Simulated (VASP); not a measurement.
These are revTPSS meta-GGA, VASP's PBE PAW potentials (set 64) (plane waves; VASP 6.6.1) values and carry that method's errors.

VASP input:

File KPOINTS:
```
Automatic mesh
0
Gamma
6 6 6
0 0 0
```

**POSCAR**
```
SrTiO3
1
    4.0051943719     0.0000000000     0.0000000000
    0.0000000000     4.0051943719     0.0000000000
    0.0000000000     0.0000000000     4.0051943719
Sr Ti O
1 1 3
Direct
  0.0000000000   0.0000000000   0.0000000000
  0.5000000000   0.5000000000   0.5000000000
  0.5000000000   0.0000000000   0.5000000000
  0.0000000000   0.5000000000   0.5000000000
  0.5000000000   0.5000000000   0.0000000000
```

**INCAR**
```
SYSTEM = SrTiO3
PREC = Accurate
ENCUT = 520
EDIFF = 1E-7
NELM = 100
ALGO = Normal
LREAL = .FALSE.
LASPH = .TRUE.
ISMEAR = 0
SIGMA = 0.05
METAGGA = RTPSS
LMIXTAU = .TRUE.
LMAXMIX = 4
LWAVE = .FALSE.
LCHARG = .FALSE.
ISIF = 2
```

POTCAR, in this order: Sr_sv Ti_sv O (PBE.64 set). Program: vasp_std.

Output of the run:

**OSZICAR**
```
       N       E                     dE             d eps       ncg     rms          rms(c)
DAV:   1     0.564055732346E+03    0.56406E+03   -0.26394E+04  1552   0.328E+03
DAV:   2     0.869830985596E+02   -0.47707E+03   -0.47068E+03  1608   0.779E+02
DAV:   3     0.106141952955E+02   -0.76369E+02   -0.74729E+02  1920   0.334E+02
DAV:   4    -0.601223843812E+01   -0.16626E+02   -0.16380E+02  1912   0.144E+02
DAV:   5    -0.105850131121E+02   -0.45728E+01   -0.45599E+01  1920   0.678E+01    0.101E+02
DAV:   6    -0.372302246638E+02   -0.26645E+02   -0.31804E+02  1288   0.182E+02    0.338E+01
DAV:   7    -0.347455079956E+02    0.24847E+01   -0.29009E+01  1528   0.572E+01    0.202E+01
DAV:   8    -0.344421105303E+02    0.30340E+00   -0.32074E+00  1144   0.125E+01    0.108E+01
DAV:   9    -0.345913088605E+02   -0.14920E+00   -0.60960E-01  1256   0.758E+00    0.621E+00
DAV:  10    -0.346529194826E+02   -0.61611E-01   -0.19841E-01  1328   0.428E+00    0.295E+00
DAV:  11    -0.346937045270E+02   -0.40785E-01   -0.69985E-02  1320   0.159E+00    0.126E+00
DAV:  12    -0.346450088199E+02    0.48696E-01   -0.22285E-02  1336   0.142E+00    0.480E-01
DAV:  13    -0.347093494993E+02   -0.64341E-01   -0.72125E-02  1328   0.172E+00    0.511E-01
DAV:  14    -0.347056569778E+02    0.36925E-02   -0.13855E-02  1080   0.946E-01    0.359E-01
DAV:  15    -0.347054727916E+02    0.18419E-03   -0.23295E-03  1088   0.428E-01    0.257E-01
DAV:  16    -0.347099063530E+02   -0.44336E-02   -0.32022E-03  1392   0.438E-01    0.109E-01
DAV:  17    -0.347098415331E+02    0.64820E-04   -0.92326E-04  1320   0.194E-01    0.817E-03
DAV:  18    -0.347098672519E+02   -0.25719E-04   -0.34920E-05  1192   0.580E-02    0.880E-03
DAV:  19    -0.347098730739E+02   -0.58221E-05   -0.73932E-06  1368   0.204E-02    0.538E-03
DAV:  20    -0.347098708444E+02    0.22295E-05   -0.37867E-06  1000   0.208E-02    0.127E-02
DAV:  21    -0.347098756779E+02   -0.48335E-05   -0.52666E-06  1240   0.189E-02    0.880E-03
DAV:  22    -0.347098756323E+02    0.45678E-07   -0.11223E-06  1280   0.758E-03    0.456E-03
DAV:  23    -0.347098759397E+02   -0.30742E-06   -0.39211E-07  1064   0.427E-03    0.164E-03
DAV:  24    -0.347098758759E+02    0.63807E-07   -0.46966E-08   504   0.215E-03
   1 F= -.34709876E+02 E0= -.34709876E+02  d E =-.891576E-23
```

### OUTCAR
```
------------------------ aborting loop because EDIFF is reached ----------------------------------------
  FORCE on cell =-STRESS in cart. coord.  units (eV):
  Direction    XX          YY          ZZ          XY          YZ          ZX
  --------------------------------------------------------------------------------------
  Total       -3.6808772     -3.6808772     -3.6808772     -0.0000000     -0.0000000      0.0000000
  in kB      -91.7891021    -91.7891021    -91.7891021     -0.0000000     -0.0000000      0.0000000
  external PRESSURE =     -91.7891021 kB  Pullay stress =       0.0000000 kB
  volume of cell :       64.25
      direct lattice vectors                 reciprocal lattice vectors
     4.005194372  0.000000000  0.000000000     0.249675773  0.000000000  0.000000000
     0.000000000  4.005194372  0.000000000     0.000000000  0.249675773  0.000000000
     0.000000000  0.000000000  4.005194372     0.000000000  0.000000000  0.249675773
 POSITION                                       TOTAL-FORCE (eV/Angst)
 -----------------------------------------------------------------------------------
      0.00000      0.00000      0.00000         0.000000      0.000000      0.000000
      2.00260      2.00260      2.00260         0.000000      0.000000      0.000000
      2.00260      0.00000      2.00260         0.000000      0.000000      0.000000
      0.00000      2.00260      2.00260         0.000000      0.000000      0.000000
      2.00260      2.00260      0.00000         0.000000      0.000000      0.000000
 -----------------------------------------------------------------------------------
    total drift:                                0.000000      0.000000     -0.000000
  FREE ENERGIE OF THE ION-ELECTRON SYSTEM (eV)
  ---------------------------------------------------
  free  energy   TOTEN  =       -34.7098758759 eV

  energy  without entropy=      -34.7098758759  energy(sigma->0) =      -34.70987588
```
(Selected blocks of OUTCAR.)

The compound is SrTiO3 in the cubic perovskite structure, the ideal cubic form; the compound distorts at low or room temperature. This cell is one point of a volume scan, at 1.06 of the reference volume.
